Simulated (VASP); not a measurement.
Input:

```xyz
8
Lattice="6.4893 0.0000 0.0000 0.0000 6.4893 0.0000 0.0000 0.0000 6.4893" Properties=species:S:1:pos:R:3 pbc="T T T"
Hg     0.0000     0.0000     6.4893
Te     1.6266     1.6266     1.6266
Te     4.8628     4.8628     1.6266
Te     4.8628     1.6266     4.8628
Te     1.6266     4.8628     4.8628
Cd     3.2447     3.2447     6.4893
Cd     3.2447     0.0000     3.2447
Cd     0.0000     3.2447     3.2447
```

Level of theory: PBEsol GGA, VASP's PBE PAW potentials (set 64) (plane waves; VASP). Numerical set-up: 400 eV cut-off, 5×5×5 Γ-centred mesh, tetrahedra with Blöchl corrections, potentials Hg Te Cd.

Unless said otherwise, spin-orbit coupling is left out, though it shifts the bands of the heavy elements here.

Question: Predict the energy per atom (σ→0), band gap (on the k-mesh) with the smallest direct gap where there is one.

Answer: 
```yaml
band gap (on the k-mesh): 0.25 eV
smallest direct gap (on the k-mesh): 0.25 eV
energy per atom (σ→0): -2.602 eV/atom
```

The absolute energy has meaning only against runs of the same code, potentials and settings.

The structure was generated: Cd3HgTe4 was put into an ordered model structure (P-43m), which need not be its known phase. It was relaxed first.
